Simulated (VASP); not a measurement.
Data:

```xyz
1
Lattice="-1.6145 1.6145 1.6145 1.6145 -1.6145 1.6145 1.6145 1.6145 -1.6145" Properties=species:S:1:pos:R:3 pbc="T T T"
Nb     0.0000     0.0000     0.0000
```

Method: TPSS meta-GGA, VASP's PBE PAW potentials (set 64) (plane waves; VASP). Run with 520 eV cut-off, 15×15×15 Γ-centred mesh, first-order Methfessel-Paxton smearing of 0.10 eV, potentials Nb_sv.

Question: What does the run give for the energy per atom (σ→0), pressure, band gap (on the k-mesh) with the smallest direct gap where there is one?

Answer: 
The band gap (on the k-mesh) comes out as none (metal, semimetal or under 0.01 eV) and the energy per atom (σ→0) comes out as -18.872 eV/atom. The pressure is 12.78 GPa.

Only differences to runs with the same potentials and settings are physical.

The compound is Nb in the bcc structure. This cell is one point of a volume scan, at 0.94 of the reference volume.
